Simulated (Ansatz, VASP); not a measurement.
Two plane-wave programs on SrMg2Bi2

```
CELL_PARAMETERS angstrom
4.96583 0.00000 0.00000
-2.48292 4.30054 0.00000
0.00000 0.00000 7.55125
ATOMIC_POSITIONS crystal
Sr 0.00000 0.00000 0.00000
Mg 0.66667 0.33333 0.37504
Mg 0.33333 0.66667 0.62496
Bi 0.66667 0.33333 0.74673
Bi 0.33333 0.66667 0.25327
```

Alike in both runs: task single point; functional LDA; k mesh 9 × 9 × 6; occupations gaussian, width 0.03 eV; no spin polarisation.

```csv
,VASP,Ansatz
version,VASP 6.6.1,Ansatz 0.2.0
potentials or method,"VASP PAW LDA potentials, release 64 (Sr_sv, Mg, Bi_d)","scalar-relativistic, plane waves, PAW"
plane-wave cutoff (eV),520,420
valence electrons in the cell,44,60
```

VASP gave:

```
gap on the k mesh at the Fermi level (eV)       : 0.24
least direct gap on the mesh (eV)               : 0.24
pressure (GPa)                                  : -2.1
largest component of the traceless stress (GPa) : 3.12
rms of the force components (eV/Å)              : 0.197
```

Problem. Estimate Ansatz's values.

Solution. gap on the k mesh at the Fermi level (eV): 0.21; least direct gap on the mesh (eV): 0.21; pressure (GPa): -1.9; largest component of the traceless stress (GPa): 3.15; rms of the force components (eV/Å): 0.199.

Atom by atom the forces differ by 0.009 eV/Å (rms over components). The two sets of potentials don't hold the same shells in valence.

Caveats: spin-orbit coupling is left out, which as a rule narrows the gap of such compounds by several tenths of an eV; an odd mesh through Γ misses points on the zone boundary, where band edges often lie.
